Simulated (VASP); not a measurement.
```
BaF2
1.0
    0.00000     3.10000     3.10000
    3.10000     0.00000     3.10000
    3.10000     3.10000     0.00000
Ba F
1 2
Direct
  0.00000   0.00000   0.00000
  0.25000   0.25000   0.25000
  0.75000   0.75000   0.75000
```

Method: PBE GGA, VASP's PBE PAW potentials (set 64) (plane waves; VASP). Numerical set-up: 400 eV cut-off, 6×6×6 Γ-centred mesh, Fermi-Dirac smearing of 0.010 eV, potentials Ba_sv F.

Unless said otherwise, spin-orbit coupling is left out, though it shifts the bands of the heavy elements here.

### Question
Give the energies of bands 7 to 15 at the high-symmetry points, in eV from the valence-band maximum.

### Answer

| band | Γ | X | U | L | W |
|---|---|---|---|---|---|
| 7 | -1.50 | -1.53 | -1.28 | -1.09 | -1.22 |
| 8 | -1.50 | -0.36 | -0.55 | -1.09 | -0.62 |
| 9 | -1.50 | -0.36 | -0.54 | -0.67 | -0.36 |
| 10 | -0.07 | -0.34 | -0.35 | -0.36 | -0.36 |
| 11 | -0.07 | -0.34 | -0.20 | -0.17 | -0.31 |
| 12 | -0.07 | -0.14 | -0.18 | -0.17 | -0.18 |
| 13 | 6.78 | 7.26 | 7.55 | 9.12 | 7.57 |
| 14 | 9.20 | 9.02 | 9.38 | 9.20 | 9.81 |
| 15 | 9.20 | 10.68 | 9.94 | 9.20 | 9.89 |

The gap is indirect, 6.78 eV, from the valence maximum at K-Γ at 0.44 to the conduction minimum at Γ.

The structure is a typed BaF2 crystal (Fm-3m). The cell was not relaxed at this level.
